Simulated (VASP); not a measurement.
# Quasiparticle energies of CuI (Marshite) in VASP, part 3 of 6

Wanted: how far GW moves the Kohn-Sham levels of CuI (Marshite). The cell is of the zinc-blende type, one of the forms listed for this formula. The start is a cell from a database of measured crystal structures.

VASP 6.6.1, plane waves and PAW; the level of theory is named at each step.

So far. Step 2 (Ground state): The cell has a gap of 0.964 eV on mesh and path and a pressure of -4.7 GPa, which holds the misfit of the given cell and coordinates with this functional, and any error of cutoff, mesh and data sets. Spin-orbit coupling is left out, which can shift or reorder these edges. Step 3 (Empty bands, functional LDA): WAVECAR now holds 308 bands for 18 electrons.

The database entry behind the starting cell differs from later determinations by our own check (about 0.15 % long (mineral sample)), so it need not match the best structure at ambient conditions.

**4. evGW0 (continued)**

Level of this step: evGW0 on LDA; plane waves and PAW (I_GW, Cu_GW) (VASP).

Parts of OUTCAR (step 4):

```text
The static configuration has the point symmetry T_d .

 Found     16 irreducible k-points:

   k-points           NKPTS =     16   k-points in BZ     NKDIM =    216   number of bands    NBANDS=    308

   NELECT =      18.0000    total number of electrons

 E-fermi :   4.1711

 QP shifts <psi_nk| G(iteration)W_0 |psi_nk>: iteration 1
 for sc-GW calculations column KS-energies equals QP-energies in previous step
 and V_xc(KS)=  KS-energies - (<T + V_ion + V_H > + <T+V_H+V_ion>^1  + <V_x>^1)
 k-point   1 :       0.0000    0.0000    0.0000
  band No.  KS-energies  QP-energies   sigma(KS)   V_xc(KS)     V^pw_x(r,r')   Z            occupation Imag(sigma)
    ...
      6       1.7734       1.1567     -20.0745     -19.0960     -28.3413       0.6303       2.0000       0.0184
      7       3.6890       3.0437     -17.9498     -17.0385     -22.6391       0.7080       2.0000      -0.0491
      8       3.6890       3.0437     -17.9498     -17.0385     -22.6391       0.7080       2.0000      -0.0491
      9       3.6890       3.0437     -17.9498     -17.0385     -22.6391       0.7080       2.0000      -0.0491
     10       4.6532       5.2124      -9.0834      -9.7934      -5.2018       0.7878       0.0000      -0.1871
     11       8.5638       8.9763      -9.1018      -9.6390      -4.8204       0.7679       0.0000      -0.1531
     12       8.5638       8.9763      -9.1018      -9.6390      -4.8204       0.7679       0.0000      -0.1531
     13       8.5638       8.9763      -9.1018      -9.6390      -4.8204       0.7679       0.0000      -0.1531
    ...

 k-point   2 :       0.1667    0.0000    0.0000
  band No.  KS-energies  QP-energies   sigma(KS)   V_xc(KS)     V^pw_x(r,r')   Z            occupation Imag(sigma)
    ...
      6       1.7644       1.1495     -20.0360     -19.0595     -28.2944       0.6298       2.0000       0.0195
      7       2.7737       2.1943     -18.4686     -17.6120     -24.4834       0.6763       2.0000      -0.0245
      8       3.4914       2.8391     -17.9198     -16.9928     -22.7924       0.7037       2.0000      -0.0440
      9       3.4914       2.8391     -17.9198     -16.9928     -22.7924       0.7037       2.0000      -0.0440
     10       5.6281       6.1331      -9.5979     -10.2448      -5.6982       0.7807       0.0000      -0.1873
     11       8.5071       8.9084      -9.1981      -9.7206      -4.9841       0.7681       0.0000      -0.1741
     12       8.9120       9.3336      -9.2393      -9.7918      -4.8805       0.7631       0.0000      -0.1623
     13       8.9120       9.3336      -9.2393      -9.7918      -4.8805       0.7631       0.0000      -0.1623
    ...

 k-point   3 :       0.3333    0.0000    0.0000
  band No.  KS-energies  QP-energies   sigma(KS)   V_xc(KS)     V^pw_x(r,r')   Z            occupation Imag(sigma)
    ...
      6       1.7747       1.1635     -20.0597     -19.0896     -28.3388       0.6300       2.0000       0.0206
      7       2.0718       1.4710     -19.7538     -18.8140     -27.5866       0.6394       2.0000       0.0171
      8       3.1377       2.4712     -17.9133     -16.9542     -23.1449       0.6949       2.0000      -0.0343
      9       3.1377       2.4712     -17.9133     -16.9542     -23.1449       0.6949       2.0000      -0.0343
     10       5.8251       6.3548      -9.3799     -10.0593      -5.3982       0.7796       0.0000      -0.1907
     11       9.1687       9.5857      -9.2892      -9.8366      -5.0160       0.7617       0.0000      -0.1687
     12       9.1687       9.5857      -9.2892      -9.8366      -5.0160       0.7617       0.0000      -0.1687
     13       9.9878      10.3730      -9.1735      -9.6828      -4.5081       0.7564       0.0000      -0.2387
    ...

 QP shifts <psi_nk| G(iteration)W_0 |psi_nk>: iteration 2
 k-point   1 :       0.0000    0.0000    0.0000
  band No. old QP-enery  QP-energies   sigma(KS)   T+V_ion+V_H  V^pw_x(r,r')   Z            occupation Imag(sigma)
    ...
      6       1.1567       0.9404     -20.0557      20.8694     -28.3413       0.6306       2.0000       0.0115
      7       3.0437       2.8892     -17.9014      20.7274     -22.6391       0.7098       2.0000      -0.0532
      8       3.0437       2.8892     -17.9014      20.7274     -22.6391       0.7098       2.0000      -0.0532
      9       3.0437       2.8892     -17.9014      20.7274     -22.6391       0.7098       2.0000      -0.0532
     10       5.2124       5.2759      -9.1540      14.4466      -5.2018       0.7921       0.0000      -0.1887
     11       8.9763       9.0443      -9.1382      18.2028      -4.8204       0.7691       0.0000      -0.1527
     12       8.9763       9.0443      -9.1382      18.2028      -4.8204       0.7691       0.0000      -0.1527
     13       8.9763       9.0443      -9.1382      18.2028      -4.8204       0.7691       0.0000      -0.1527
    ...

 QP shifts <psi_nk| G(iteration)W_0 |psi_nk>: iteration 3
 k-point   1 :       0.0000    0.0000    0.0000
  band No. old QP-enery  QP-energies   sigma(KS)   T+V_ion+V_H  V^pw_x(r,r')   Z            occupation Imag(sigma)
    ...
      6       0.9404       0.8658     -20.0474      20.8694     -28.3413       0.6307       2.0000       0.0095
      7       2.8892       2.8441     -17.9018      20.7274     -22.6391       0.7107       2.0000      -0.0551
      8       2.8892       2.8441     -17.9018      20.7274     -22.6391       0.7107       2.0000      -0.0551
      9       2.8892       2.8441     -17.9018      20.7274     -22.6391       0.7107       2.0000      -0.0551
     10       5.2759       5.2817      -9.1633      14.4466      -5.2018       0.7926       0.0000      -0.1892
     11       9.0443       9.0539      -9.1460      18.2028      -4.8204       0.7691       0.0000      -0.1529
     12       9.0443       9.0539      -9.1460      18.2028      -4.8204       0.7691       0.0000      -0.1529
     13       9.0443       9.0539      -9.1460      18.2028      -4.8204       0.7691       0.0000      -0.1529
    ...

 QP shifts <psi_nk| G(iteration)W_0 |psi_nk>: iteration 4
 k-point   1 :       0.0000    0.0000    0.0000
  band No. old QP-enery  QP-energies   sigma(KS)   T+V_ion+V_H  V^pw_x(r,r')   Z            occupation Imag(sigma)
    ...
      6       0.8658       0.8406     -20.0436      20.8694     -28.3413       0.6307       2.0000       0.0089
      7       2.8441       2.8299     -17.9033      20.7274     -22.6391       0.7110       2.0000      -0.0558
      8       2.8441       2.8299     -17.9033      20.7274     -22.6391       0.7110       2.0000      -0.0558
      9       2.8441       2.8299     -17.9033      20.7274     -22.6391       0.7110       2.0000      -0.0558
     10       5.2817       5.2814      -9.1652      14.4466      -5.2018       0.7926       0.0000      -0.1893
     11       9.0539       9.0547      -9.1479      18.2028      -4.8204       0.7691       0.0000      -0.1530
     12       9.0539       9.0547      -9.1479      18.2028      -4.8204       0.7691       0.0000      -0.1530
     13       9.0539       9.0547      -9.1479      18.2028      -4.8204       0.7691       0.0000      -0.1530
    ...

[... 7 parts as in an earlier step ...]

[... 26 further parts left out ...]
```

This step gave:

| Item | Value |
| --- | --- |
| quasiparticle gap on the mesh | 2.451 eV |
| smallest direct quasiparticle gap on the mesh | 2.451 eV |
| gap of the starting orbitals on the mesh | 0.9642 eV |

QP gap by iteration, by row:

```
iteration  gap (eV)  direct gap (eV)
        1     2.169            2.169
        2     2.387            2.387
        3     2.438            2.438
        4     2.451            2.451
```

GW takes the gap from 0.964 to 2.451 eV. The last pass still moved it by +14 meV. Spin-orbit coupling is left out. The value holds for 308 bands, ENCUTGW = 180 eV and this mesh, and isn't shown to be converged in them.

(Part 3 of 6 ends here.)

[Lines on the potential files, build, host, timing and source positions are cut from VASP's logs without a mark.]

[Logs are printed without paths, hosts, clocks, repeated set-up lines and the standing remarks that a program may print on its own settings, such as how far it seeks lower states.]

[Hosts, paths, dates, database ids (printed as entryN), source tags and the programs' standing remarks are cut or masked in the printed files.]

[Pressures printed for these runs are not shown converged in the cutoff: they can be off by several GPa and have the wrong sign.]
